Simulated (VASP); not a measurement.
Method: PBE GGA, VASP's PBE PAW potentials (set 64) (plane waves; VASP 6.6.1).

VASP input:

**POSCAR**
```
NbP
1
    3.3132730000     0.0000000000     0.0000000000
   -1.6566370000     2.8693790000     0.0000000000
    0.0000000000     0.0000000000     3.2335900000
Nb P
1 1
Direct
  0.0000000000   0.0000000000   0.0000000000
  0.6666670000   0.3333330000   0.5000000000
```

### INCAR
```
SYSTEM = NbP
PREC = Accurate; ENCUT = 400; LREAL = .False.
LASPH = .True.
EDIFF = 1E-6; NELM = 100; ALGO = All
LMAXMIX = 4
ISMEAR = 0; SIGMA = 0.05
GGA = PE
ISIF = 2
LWAVE = .False.; LCHARG = .False.
```

### KPOINTS
```
Automatic mesh
0
Gamma
8 8 7
0 0 0
```

POTCAR, in this order: Nb_sv P (PBE.64 set). Program: vasp_std.

Output of the run:

**OSZICAR**
```
       N       E                     dE             d eps       ncg     rms           ort
DAV:   1     0.123401357425E+03    0.12340E+03   -0.87121E+03   520   0.116E+03
DAV:   2    -0.125712655806E+02   -0.13597E+03   -0.13259E+03   520   0.388E+02
DAV:   3    -0.184405888044E+02   -0.58693E+01   -0.57944E+01   520   0.668E+01
DAV:   4    -0.187172582920E+02   -0.27667E+00   -0.27616E+00   520   0.150E+01
DAV:   5    -0.187279852195E+02   -0.10727E-01   -0.10722E-01   520   0.237E+00
SDA:   6    -0.153737285398E+02    0.33543E+01   -0.10722E-01   520   0.956E+01   0.000E+00
CGA:   7    -0.171347608534E+02   -0.17610E+01   -0.17544E+01   520   0.135E+01  -0.177E+00
CGA:   8    -0.174990548775E+02   -0.36429E+00   -0.37168E+00   520   0.199E+00  -0.615E-01
CGA:   9    -0.175539328593E+02   -0.54878E-01   -0.54896E-01   520   0.663E-01  -0.145E-03
CGA:  10    -0.175711983665E+02   -0.17266E-01   -0.17284E-01   520   0.140E-01  -0.343E-03
CGA:  11    -0.175768273734E+02   -0.56290E-02   -0.56420E-02   520   0.697E-02  -0.701E-04
CGA:  12    -0.175793142638E+02   -0.24869E-02   -0.24855E-02   520   0.318E-02   0.122E-04
CGA:  13    -0.175806070623E+02   -0.12928E-02   -0.12976E-02   520   0.139E-02  -0.302E-04
CGA:  14    -0.175811307866E+02   -0.52372E-03   -0.52511E-03   520   0.483E-03  -0.119E-04
CGA:  15    -0.175813134618E+02   -0.18268E-03   -0.18299E-03   520   0.176E-03  -0.307E-05
CGA:  16    -0.175813858235E+02   -0.72362E-04   -0.72733E-04   520   0.782E-04  -0.289E-05
CGA:  17    -0.175814161474E+02   -0.30324E-04   -0.30119E-04   520   0.316E-04   0.224E-05
CGA:  18    -0.175814293253E+02   -0.13178E-04   -0.13136E-04   520   0.119E-04   0.437E-06
CGA:  19    -0.175814339526E+02   -0.46273E-05   -0.45591E-05   520   0.475E-05   0.115E-05
CGA:  20    -0.175814363562E+02   -0.24036E-05   -0.23550E-05   520   0.259E-05   0.376E-06
CGA:  21    -0.175814378571E+02   -0.15009E-05   -0.14989E-05   520   0.161E-05   0.128E-07
CGA:  22    -0.175814385679E+02   -0.71077E-06   -0.69736E-06   520   0.727E-06   0.194E-06
   1 F= -.17581439E+02 E0= -.17580668E+02  d E =-.154075E-02
```

### OUTCAR
```
------------------------ aborting loop because EDIFF is reached ----------------------------------------
  FORCE on cell =-STRESS in cart. coord.  units (eV):
  Direction    XX          YY          ZZ          XY          YZ          ZX
  --------------------------------------------------------------------------------------
  Total        1.3834684      1.3834688      2.5828585     -0.0000002      0.0000000      0.0000000
  in kB       72.1024006     72.1024213    134.6111723     -0.0000126      0.0000000      0.0000000
  external PRESSURE =      92.9386648 kB  Pullay stress =       0.0000000 kB
  volume of cell :       30.74
      direct lattice vectors                 reciprocal lattice vectors
     3.313273000  0.000000000  0.000000000     0.301816361  0.174253785  0.000000000
    -1.656637000  2.869379000  0.000000000     0.000000000  0.348507465  0.000000000
     0.000000000  0.000000000  3.233590000     0.000000000  0.000000000  0.309253802
 POSITION                                       TOTAL-FORCE (eV/Angst)
 -----------------------------------------------------------------------------------
      0.00000      0.00000      0.00000        -0.000000     -0.000000      0.000000
      1.65664      0.95646      1.61679         0.000000      0.000000      0.000000
 -----------------------------------------------------------------------------------
    total drift:                               -0.000253      0.000139      0.000000
  FREE ENERGIE OF THE ION-ELECTRON SYSTEM (eV)
  ---------------------------------------------------
  free  energy   TOTEN  =       -17.5814385679 eV

  energy  without entropy=      -17.5798978212  energy(sigma->0) =      -17.58066819
```
(Selected blocks of OUTCAR.)

The structure was generated: NbP was put into the WC type (P-6m2), which need not be its known phase. The cell was not relaxed at this level. The run is one of a series of settings (ALGO = All against the base run), some of them coarse on purpose.
